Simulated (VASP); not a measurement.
Runs of VASP 6.6.1 on ZnRe2. It takes space group Fm-3m (No. 225, cubic). Conventional cell: a = 5.791 Å, b = 5.791 Å, c = 5.791 Å, α = 90.00°, β = 90.00°, γ = 90.00°. Zn (site symmetry m-3m) has 8 Re at 2.51 Å as nearest neighbours. Around Re (site symmetry -43m) lie 4 Zn at 2.51 Å. The cell was built by a generator and needn't be a form met in nature.

```tsv
task	level	potentials or basis	cell	cutoff (eV)	smearing	pressure (GPa)
band structure	PBE	VASP PAW PBE potentials, release 64 (Zn, Re)	as given	520	fermi-dirac 0.05 eV	0.3
band structure	TPSS	VASP PAW PBE potentials, release 64 (Zn, Re)	as given	520	fermi-dirac 0.05 eV	-5.0
band structure	LDA	VASP PAW LDA potentials, release 64 (Zn, Re)	as given	520	fermi-dirac 0.05 eV	(b)
band structure	BLYP	VASP PAW PBE potentials, release 64 (Zn, Re)	as given	520	fermi-dirac 0.05 eV	10.8
band structure	r2SCAN	VASP PAW PBE potentials, release 64 (Zn, Re)	as given	520	fermi-dirac 0.05 eV	(a)
relaxation of cell and atoms	PBE	VASP PAW PBE potentials, release 64 (Zn, Re)	relaxed	600	methfessel-paxton 0.2 eV	0.2
band structure	SCAN	VASP PAW PBE potentials, release 64 (Zn, Re)	as given	520	fermi-dirac 0.05 eV	-10.3
```

Alike in all rows: no spin polarisation; k mesh 8 × 8 × 8.

Question: Fill in the values left out.

Answer: (a) -4.6; (b) -11.2.

Caveats: the PAW data sets were made with another functional, which shifts forces and pressure a little (some runs).

Not every run made on this cell is shown here.
